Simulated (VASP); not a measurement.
# A VASP study of BiRh (rev-vdW-DF2): structure first, properties next, part 2 of 5

Wanted: the relaxed cell of BiRh and its properties. The start is a cell from a database of measured crystal structures.

VASP 6.6.1; rev-vdW-DF2; plane waves and PAW (Bi_d, Rh_pv).

Still holding for the runs below: The k-mesh is coarse for a metal.

So far. Step 2 (Relaxing cell and atoms (rev-vdW-DF2)): It ends with forces that vanish by symmetry and a pressure of -0.04 GPa. The volume lies +2.8 % from that of the database's start. The relaxed cell has a = 4.144, c = 5.680 Å (conventional setting).

## (3) Second relaxation

A relaxation keeps the plane waves of the cell it began with, so it is repeated from the new cell, on a basis made for it.

Input file INCAR:

```
SYSTEM = BiRh
PREC = Accurate
ENCUT = 400
EDIFF = 1E-06
NELM = 100
ISMEAR = 1
SIGMA = 0.2
LREAL = .FALSE.
ALGO = Normal
GGA = MK
AGGAC = 0
LUSE_VDW = .TRUE.
PARAM1 = 0.1234
PARAM2 = 0.711357
ZAB_VDW = -1.8867
LASPH = .TRUE.
NBANDS = 37
LORBIT = 11
LWAVE = .FALSE.
LCHARG = .FALSE.
KPAR = 4
IBRION = 2
NSW = 60
ISIF = 3
EDIFFG = -0.01
```

Input file POSCAR:

```
BiRh
1.0
    4.1437846567      0.0000000000      0.0000000000
   -2.0718923284      3.5886227805      0.0000000000
    0.0000000000      0.0000000000      5.6804607413
Bi Rh
2 2
Direct
    0.3333333333      0.6666666667      0.2500000000
    0.6666666667      0.3333333333      0.7500000000
    0.0000000000      0.0000000000      0.0000000000
    0.0000000000      0.0000000000      0.5000000000
```

Input file KPOINTS:

```
Automatic mesh
0
Gamma
6 6 4
0 0 0
```

PAW data sets: Bi_d and Rh_pv (PBE family, release 64).

Started as:

```bash
> mpirun -np 4 vasp_std
```

Log:

```text
[banner, memory and clock lines left out]
running    4 mpi-ranks, on    1 nodes
 distrk:  each k-point on    1 cores,    4 groups
 distr:  one band on    1 cores,    1 groups

 POSCAR found type information on POSCAR BiRh
 POSCAR found :  2 types and       4 ions
 [... a notice as in an earlier step ...]

 [... a notice as in an earlier step ...]

 LDA part: xc-table for (Slater+PW92), standard interpolation
 POSCAR, INCAR and KPOINTS ok, starting setup
 FFT: planning ... GRIDC
 FFT: planning ... GRID_SOFT
 FFT: planning ... GRID
 WAVECAR not read
 entering main loop
       N       E                     dE             d eps       ncg     rms          rms(c)
DAV:   1     0.717550351373E+03    0.71755E+03   -0.29347E+04  1602   0.175E+03
DAV:   2     0.499696235295E+02   -0.66758E+03   -0.65174E+03  1596   0.541E+02
DAV:   3    -0.908100053756E+01   -0.59051E+02   -0.57145E+02  1693   0.172E+02
DAV:   4    -0.115354592844E+02   -0.24545E+01   -0.24358E+01  1824   0.359E+01
DAV:   5    -0.116380669874E+02   -0.10261E+00   -0.10259E+00  2053   0.727E+00    0.811E+00
DAV:   6    -0.113868760767E+02    0.25119E+00   -0.33884E-01  1869   0.520E+00    0.419E+00
DAV:   7    -0.113215641598E+02    0.65312E-01   -0.19105E-01  1857   0.356E+00    0.936E-01
DAV:   8    -0.113167802699E+02    0.47839E-02   -0.32048E-02  1698   0.135E+00    0.304E-01
DAV:   9    -0.113159714917E+02    0.80878E-03   -0.81253E-03  1810   0.862E-01    0.741E-02
DAV:  10    -0.113159286636E+02    0.42828E-04   -0.39383E-04  1877   0.203E-01    0.311E-02
DAV:  11    -0.113159549417E+02   -0.26278E-04   -0.42263E-05  1979   0.450E-02    0.620E-03
DAV:  12    -0.113159550474E+02   -0.10570E-06   -0.35105E-06  1469   0.144E-02
   1 F= -.11315955E+02 E0= -.11314918E+02  d E =-.113160E+02
 curvature:   0.00 expect dE= 0.000E+00 dE for cont linesearch  0.000E+00
 trial: gam= 0.00000 g(F)=  0.177E-47 g(S)=  0.441E-04 ort = 0.000E+00 (trialstep = 0.100E+01)
 search vector abs. value=  0.441E-04
 bond charge predicted
       N       E                     dE             d eps       ncg     rms          rms(c)
DAV:   1    -0.113173435960E+02   -0.13887E-02   -0.25870E-02  1765   0.160E+00    0.258E-01
DAV:   2    -0.113164098490E+02    0.93375E-03   -0.78456E-03  1649   0.689E-01    0.128E-01
DAV:   3    -0.113160092715E+02    0.40058E-03   -0.11717E-03  1695   0.286E-01    0.379E-02
DAV:   4    -0.113159718906E+02    0.37381E-04   -0.20462E-04  1953   0.128E-01    0.906E-03
DAV:   5    -0.113159704414E+02    0.14492E-05   -0.18471E-05  1840   0.388E-02    0.690E-03
DAV:   6    -0.113159691705E+02    0.12709E-05   -0.28592E-06  1296   0.141E-02    0.139E-03
DAV:   7    -0.113159691356E+02    0.34886E-07   -0.37397E-07   862   0.476E-03
   2 F= -.11315969E+02 E0= -.11314889E+02  d E =-.140882E-04
 trial-energy change:   -0.000014  1 .order   -0.000011   -0.000044    0.000023
 step:   0.6579(harm=  0.6579)  dis= 0.00000  next Energy=   -11.315970 (dE=-0.145E-04)
 bond charge predicted
       N       E                     dE             d eps       ncg     rms          rms(c)
DAV:   1    -0.113161321161E+02   -0.16295E-03   -0.30137E-03  1747   0.544E-01    0.884E-02
DAV:   2    -0.113160201941E+02    0.11192E-03   -0.91102E-04  1649   0.235E-01    0.437E-02
DAV:   3    -0.113159753479E+02    0.44846E-04   -0.13608E-04  1690   0.977E-02    0.129E-02
DAV:   4    -0.113159717165E+02    0.36314E-05   -0.23782E-05  1937   0.435E-02    0.309E-03
DAV:   5    -0.113159721819E+02   -0.46537E-06   -0.17610E-06  1002   0.129E-02
   3 F= -.11315972E+02 E0= -.11314907E+02  d E =-.171345E-04
 curvature:  -0.33 expect dE=-0.248E-05 dE for cont linesearch -0.157E-09
 trial: gam= 0.17411 g(F)=  0.143E-47 g(S)=  0.753E-05 ort =-0.145E-06 (trialstep = 0.932E+00)
 search vector abs. value=  0.881E-05
 reached required accuracy - stopping structural energy minimisation
```

It took 2.4 min on 4 MPI ranks of Intel Xeon Platinum 8259CL at 2.50GHz (Skylake/Cascade Lake), shared host; peak memory 1.6 GiB; 8.6 min of CPU time.

Parts of OUTCAR (step 3):

```text
  LATTYP: Found a hexagonal cell.
 ALAT       =     4.1437846567
 C/A-ratio  =     1.3708387892

 Found     21 irreducible k-points:

   ENCUT  =  400.0 eV  29.40 Ry    5.42 a.u.   6.76  6.76  9.26*2*pi/ulx,y,z

   NELECT =      60.0000    total number of electrons

 E-fermi :   9.5005

 k-point     1 :       0.0000    0.0000    0.0000
  band No.  band energies     occupation
    ...
     24       6.8532      2.00000
     25       7.5478      2.00000
     26       7.5478      2.00000
     27       8.5379      2.00000
     28       8.5379      2.00000
     29      10.7317     -0.00000
     30      10.7317     -0.00000
     31      10.8263     -0.00000
     32      12.6888     -0.00000
     33      12.8521     -0.00000
    ...

 k-point     2 :       0.1667   -0.0000    0.0000
  band No.  band energies     occupation
    ...
     25       7.1912      2.00000
     26       7.6338      2.00000
     27       8.4821      2.00000
     28       8.5473      2.00000
     29       9.1017      2.01630
     30      10.1738     -0.00002
     31      10.6242     -0.00000
     32      11.7132     -0.00000
     33      12.9087     -0.00000
     34      13.7667      0.00000
    ...

Total vdW correction in eV:      8.8351200

  Total       -0.0011450     -0.0011450     -0.0249273      0.0000000      0.0000000     -0.0000000
  in kB       -0.0217029     -0.0217029     -0.4724932      0.0000000      0.0000000     -0.0000000
  external PRESSURE =      -0.1719663 kB  Pullay stress =       0.0000000 kB

  energy-cutoff  :      400.00
  volume of cell :       84.53
      direct lattice vectors                 reciprocal lattice vectors
     4.145187676 -0.000000000 -0.000000000     0.241243601  0.139282058 -0.000000000
    -2.072593838  3.589837831 -0.000000000     0.000000000  0.278564115 -0.000000000
     0.000000000  0.000000000  5.680305823     0.000000000  0.000000000  0.176046859

 POSITION                                       TOTAL-FORCE (eV/Angst)
 -----------------------------------------------------------------------------------
     -0.00000      2.39323      1.42008        -0.000000      0.000000      0.000000
      2.07259      1.19661      4.26023         0.000000      0.000000      0.000000
     -2.07259      3.58984      5.68031         0.000000      0.000000      0.000000
     -2.07259      3.58984      2.84015         0.000000      0.000000      0.000000
 -----------------------------------------------------------------------------------
    total drift:                                0.000000     -0.000000      0.000000

  FREE ENERGIE OF THE ION-ELECTRON SYSTEM (eV)
  ---------------------------------------------------
  free  energy   TOTEN  =       -11.3159721819 eV

  energy  without entropy=      -11.3127780187  energy(sigma->0) =      -11.31490746

Total vdW correction in eV:      8.8350637

 total charge
# of ion       s       p       d       tot
------------------------------------------
    1        1.448   1.433   9.975  12.856
    2        1.448   1.433   9.975  12.856
    3        0.332   6.196   7.357  13.885
    4        0.332   6.196   7.357  13.885
--------------------------------------------------
tot          3.560  15.258  34.664  53.482

[... 5 parts as in an earlier step ...]

[... 7 further parts left out ...]
```

CONTCAR:

```
BiRh
   1.00000000000000
     4.1451876761074287   -0.0000000000000195   -0.0000000000000000
    -2.0725938381037481    3.5898378309488312   -0.0000000000000000
     0.0000000000000000    0.0000000000000000    5.6803058231272487
  Bi              Rh
     2     2
Direct
     0.3333333332999970    0.6666666667000030    0.2500000000000000
     0.6666666667000030    0.3333333332999970    0.7500000000000000
     0.0000000000000000    1.0000000000000000    1.0000000000000000
     0.0000000000000000    1.0000000000000000    0.5000000000000000
```

Little changed from the start: no atom moved by 0.005 Å and no cell edge by 0.1 %.

This step gave:

* free energy (TOTEN): -11.32 eV
* Fermi energy: 9.501 eV
* pressure: -0.01720 GPa
* SCF cycles over all ionic steps: 24

It ends with forces that vanish by symmetry and a pressure of -0.02 GPa. The volume moved by only 0.06 %, so the volume is settled.

## (4) Single point with fields (rev-vdW-DF2)

A single point on the relaxed cell gives a clean self-consistent state, with density, ELF and potential written out.

INCAR: that of step 3 with these lines changed.

```diff
@@ -19,7 +19,5 @@
 LWAVE = .FALSE.
-LCHARG = .FALSE.
-KPAR = 4
-IBRION = 2
-NSW = 60
-ISIF = 3
-EDIFFG = -0.01
+LCHARG = .TRUE.
+ISIF = 2
+LELF = .TRUE.
+LVHAR = .TRUE.
```

Input file POSCAR:

```
BiRh
1.0
    4.1451876761      0.0000000000      0.0000000000
   -2.0725938381      3.5898378309      0.0000000000
    0.0000000000      0.0000000000      5.6803058231
Bi Rh
2 2
Direct
    0.3333333333      0.6666666667      0.2500000000
    0.6666666667      0.3333333333      0.7500000000
    0.0000000000      0.0000000000      0.0000000000
    0.0000000000      0.0000000000      0.5000000000
```

KPOINTS is that of step 3.

Started as:

```bash
> mpirun -np 4 vasp_std
```

Log:

```text
[banner, memory and clock lines left out]
running    4 mpi-ranks, on    1 nodes
 distrk:  each k-point on    4 cores,    1 groups
 distr:  one band on    1 cores,    4 groups

 POSCAR found type information on POSCAR BiRh
 POSCAR found :  2 types and       4 ions
 [... a notice as in an earlier step ...]

 [... a notice as in an earlier step ...]

 LDA part: xc-table for (Slater+PW92), standard interpolation
|                                                                             |
|           W    W    AA    RRRRR   N    N  II  N    N   GGGG   !!!           |
|           W    W   A  A   R    R  NN   N  II  NN   N  G    G  !!!           |
|           W    W  A    A  R    R  N N  N  II  N N  N  G       !!!           |
|           W WW W  AAAAAA  RRRRR   N  N N  II  N  N N  G  GGG   !            |
|           WW  WW  A    A  R   R   N   NN  II  N   NN  G    G                |
|           W    W  A    A  R    R  N    N  II  N    N   GGGG   !!!           |
|                                                                             |
|     The number of bands has been changed from the values supplied in        |
|     The orbitals not found in the WAVECAR file will be initialized with     |
|     random numbers, which is usually adequate. For correlated               |
|     calculations, however, you should redo the groundstate calculation.     |
|     I found NBANDS = 37. Now, NBANDS = 40.                                  |
|                                                                             |

 POSCAR, INCAR and KPOINTS ok, starting setup
 FFT: planning ... GRIDC
 FFT: planning ... GRID_SOFT
 FFT: planning ... GRID
 WAVECAR not read
 entering main loop
       N       E                     dE             d eps       ncg     rms          rms(c)
DAV:   1     0.708282261672E+03    0.70828E+03   -0.28800E+04  1792   0.161E+03
DAV:   2     0.473580151701E+02   -0.66092E+03   -0.63716E+03  1736   0.514E+02
DAV:   3    -0.950933119003E+01   -0.56867E+02   -0.55465E+02  1968   0.161E+02
DAV:   4    -0.115454569985E+02   -0.20361E+01   -0.20333E+01  1952   0.314E+01
DAV:   5    -0.116400699146E+02   -0.94613E-01   -0.94605E-01  2504   0.644E+00    0.809E+00
DAV:   6    -0.113870123883E+02    0.25306E+00   -0.30509E-01  2008   0.486E+00    0.418E+00
DAV:   7    -0.113215605919E+02    0.65452E-01   -0.16449E-01  2128   0.325E+00    0.937E-01
DAV:   8    -0.113170001776E+02    0.45604E-02   -0.29532E-02  1904   0.128E+00    0.305E-01
DAV:   9    -0.113161329840E+02    0.86719E-03   -0.70249E-03  2000   0.765E-01    0.722E-02
DAV:  10    -0.113161169820E+02    0.16002E-04   -0.28300E-04  2104   0.162E-01    0.308E-02
DAV:  11    -0.113161426167E+02   -0.25635E-04   -0.34213E-05  2200   0.384E-02    0.638E-03
DAV:  12    -0.113161424746E+02    0.14216E-06   -0.22855E-06  1584   0.110E-02
   1 F= -.11316142E+02 E0= -.11315077E+02  d E =-.319545E-02
```

It took 26 s on 4 MPI ranks; peak memory 0.92 GiB.

From OUTCAR (step 4):

```text
  LATTYP: Found a hexagonal cell.
 ALAT       =     4.1451876761
 C/A-ratio  =     1.3703374291

 Found     21 irreducible k-points:

   k-points           NKPTS =     21   k-points in BZ     NKDIM =     21   number of bands    NBANDS=     40

   NELECT =      60.0000    total number of electrons

 E-fermi :   9.5006

 k-point     1 :       0.0000    0.0000    0.0000
  band No.  band energies     occupation
    ...
     24       6.8533      2.00000
     25       7.5479      2.00000
     26       7.5479      2.00000
     27       8.5380      2.00000
     28       8.5380      2.00000
     29      10.7317     -0.00000
     30      10.7317     -0.00000
     31      10.8265     -0.00000
     32      12.6889     -0.00000
     33      12.8519     -0.00000
    ...

 k-point     2 :       0.1667    0.0000    0.0000
  band No.  band energies     occupation
    ...
     25       7.1913      2.00000
     26       7.6339      2.00000
     27       8.4822      2.00000
     28       8.5474      2.00000
     29       9.1018      2.01630
     30      10.1739     -0.00002
     31      10.6243     -0.00000
     32      11.7132     -0.00000
     33      12.9088     -0.00000
     34      13.7668      0.00000
    ...

Total vdW correction in eV:      8.8350808

  Total       -0.0060036     -0.0060036     -0.0342222      0.0000000      0.0000000     -0.0000000
  in kB       -0.1137965     -0.1137965     -0.6486757      0.0000000      0.0000000     -0.0000000
  external PRESSURE =      -0.2920896 kB  Pullay stress =       0.0000000 kB

  energy-cutoff  :      400.00
  volume of cell :       84.53
      direct lattice vectors                 reciprocal lattice vectors
     4.145187676  0.000000000  0.000000000     0.241243601  0.139282058  0.000000000
    -2.072593838  3.589837831  0.000000000     0.000000000  0.278564115  0.000000000
     0.000000000  0.000000000  5.680305823     0.000000000  0.000000000  0.176046859

 POSITION                                       TOTAL-FORCE (eV/Angst)
 -----------------------------------------------------------------------------------
     -0.00000      2.39323      1.42008         0.000000     -0.000000      0.000000
      2.07259      1.19661      4.26023        -0.000000      0.000000      0.000000
      0.00000      0.00000      0.00000        -0.000000      0.000000      0.000000
      0.00000      0.00000      2.84015         0.000000      0.000000      0.000000
 -----------------------------------------------------------------------------------
    total drift:                                0.000000     -0.000000      0.000000

  FREE ENERGIE OF THE ION-ELECTRON SYSTEM (eV)
  ---------------------------------------------------
  free  energy   TOTEN  =       -11.3161424746 eV

  energy  without entropy=      -11.3129470232  energy(sigma->0) =      -11.31507732

Total vdW correction in eV:      8.8350353

[... 5 parts as in an earlier step ...]

[... 7 further parts left out ...]
```

This step gave:

```
SCF cycles              : 12
bands                   : 40
energy at zero smearing : -11.32 eV
pressure                : -0.02921 GPa
```

Valence electrons inside each PAW sphere by angular momentum. Sphere charges, by row:

```csv
atom,s (e),p (e),d (e),tot (e)
Bi1,1.448,1.433,9.975,12.86
Bi2,1.448,1.433,9.975,12.86
Rh3,0.332,6.196,7.357,13.88
Rh4,0.332,6.196,7.357,13.88
```

ELF in the ac plane at fractional y = 0.000, with atoms of Rh within 0.2 Å of it. It is the smooth field of the valence electrons, not physical close to the nuclei.

Values, 19 rows by 14 columns, each cell a mean:
```
0.08 0.24 0.41 0.32 0.24 0.24 0.22 0.22 0.23 0.24 0.26 0.35 0.38 0.18
0.33 0.38 0.37 0.28 0.26 0.28 0.28 0.28 0.28 0.27 0.25 0.30 0.39 0.37
0.32 0.30 0.25 0.25 0.30 0.32 0.33 0.33 0.33 0.32 0.27 0.24 0.27 0.31
0.23 0.23 0.23 0.27 0.33 0.34 0.36 0.37 0.35 0.34 0.31 0.26 0.23 0.23
0.25 0.25 0.26 0.30 0.34 0.35 0.37 0.39 0.36 0.35 0.33 0.28 0.25 0.25
0.24 0.23 0.23 0.27 0.32 0.34 0.36 0.37 0.35 0.34 0.31 0.26 0.23 0.23
0.34 0.33 0.27 0.25 0.29 0.31 0.32 0.33 0.32 0.31 0.27 0.25 0.30 0.33
0.30 0.37 0.37 0.29 0.26 0.27 0.27 0.27 0.27 0.27 0.26 0.31 0.39 0.35
0.05 0.20 0.41 0.33 0.24 0.24 0.21 0.21 0.22 0.24 0.26 0.36 0.37 0.14
0.02 0.16 0.41 0.33 0.24 0.23 0.20 0.20 0.21 0.24 0.26 0.36 0.35 0.10
0.21 0.33 0.40 0.30 0.25 0.26 0.25 0.25 0.25 0.26 0.26 0.33 0.40 0.29
0.36 0.36 0.31 0.26 0.28 0.30 0.31 0.31 0.31 0.30 0.26 0.26 0.34 0.36
0.26 0.25 0.23 0.25 0.31 0.33 0.35 0.35 0.34 0.33 0.29 0.24 0.23 0.25
0.24 0.24 0.25 0.29 0.34 0.35 0.37 0.38 0.36 0.35 0.32 0.28 0.24 0.24
0.24 0.23 0.25 0.29 0.34 0.35 0.37 0.38 0.36 0.35 0.32 0.28 0.24 0.24
0.28 0.26 0.24 0.25 0.31 0.33 0.34 0.34 0.34 0.32 0.28 0.24 0.24 0.27
0.37 0.38 0.32 0.26 0.27 0.30 0.30 0.31 0.30 0.29 0.26 0.27 0.35 0.38
0.15 0.30 0.40 0.31 0.25 0.25 0.24 0.23 0.24 0.25 0.26 0.34 0.40 0.24
0.01 0.15 0.41 0.33 0.24 0.23 0.20 0.19 0.21 0.23 0.26 0.36 0.35 0.08
```
Columns run along a (4.1 Å), rows up along c (5.7 Å). Atoms in or near the plane, at fractional coordinates: Rh at (0.00, 0.00), Rh at (0.00, 0.50).

Electrostatic potential energy in the ac plane at fractional y = 0.000, with atoms of Rh within 0.2 Å of it. With pseudopotentials it is smooth inside the atoms' cores, unlike the true potential.

Ten even steps from '0' (-65 eV) to '9' (2 eV), each cell a mean:
```
00379999999620
12589999999742
56899999999976
99999999999999
99999999999999
89999999999999
55899999999975
12589999999742
00379999999620
00379999999610
01479999999731
34799999999864
78999999999998
99999999999999
99999999999999
77999999999987
34699999999853
01479999999620
00369999999510
```
Columns run along a (4.1 Å; values clipped at the 3rd and 97th percentile), rows up along c (5.7 Å). Atoms in or near the plane, at fractional coordinates: Rh at (0.00, 0.00), Rh at (0.00, 0.50).

Valence density in the ac plane at fractional y = 0.000, with atoms of Rh within 0.2 Å of it. It is the smooth field of the valence electrons, not physical close to the nuclei.

Ten even steps from '0' (0.1 e/Å³) to '9' (9.4 e/Å³), each cell a mean:
```
87300000000147
54100000000024
11000000000001
00000000000000
00000000000000
00000000000000
11000000000001
54100000000024
97300000000158
98310000000158
75200000000036
32000000000012
00000000000000
00000000000000
00000000000000
00000000000000
32000000000012
86200000000147
98310000000158
```
Columns run along a (4.1 Å), rows up along c (5.7 Å). Atoms in or near the plane, at fractional coordinates: Rh at (0.00, 0.00), Rh at (0.00, 0.50).

In this run the pressure is -0.03 GPa, small enough to go on.

[end of part 2 of 5]

[Lines on the potential files, build, host, timing and source positions are cut from VASP's logs without a mark.]

[Logs are printed without paths, hosts, clocks, repeated set-up lines and the standing remarks that a program may print on its own settings, such as how far it seeks lower states.]

[Hosts, paths, dates, database ids (printed as entryN), source tags and the programs' standing remarks are cut or masked in the printed files.]

[A measured line is paired with the nearest computed mode of its activity, which favours agreement.]
